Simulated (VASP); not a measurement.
Given:

```
CELL_PARAMETERS angstrom
      0.00000     2.54156     2.54156
      2.54156     0.00000     2.54156
      2.54156     2.54156     0.00000
ATOMIC_POSITIONS crystal
  Mg 0.00000 0.00000 0.00000
  S  0.50000 0.50000 0.50000
```

These are PBE GGA with D3 dispersion (zero damping), VASP's PBE PAW potentials (set 64) (plane waves; VASP) values and carry that method's errors. Numerical set-up: 520 eV cut-off, 9×9×9 Γ-centred mesh, Gaussian smearing of 0.050 eV, potentials Mg S.

Task: Give the stress tensor in GPa (positive for a compressed cell).

Result: 
```
5.55  0.00  0.00
0.00  5.55  0.00
0.00  0.00  5.55
```
The pressure is its mean diagonal, 5.55 GPa.

The compound is MgS in the rock salt structure. This cell is one point of a volume scan, at 0.94 of the reference volume.
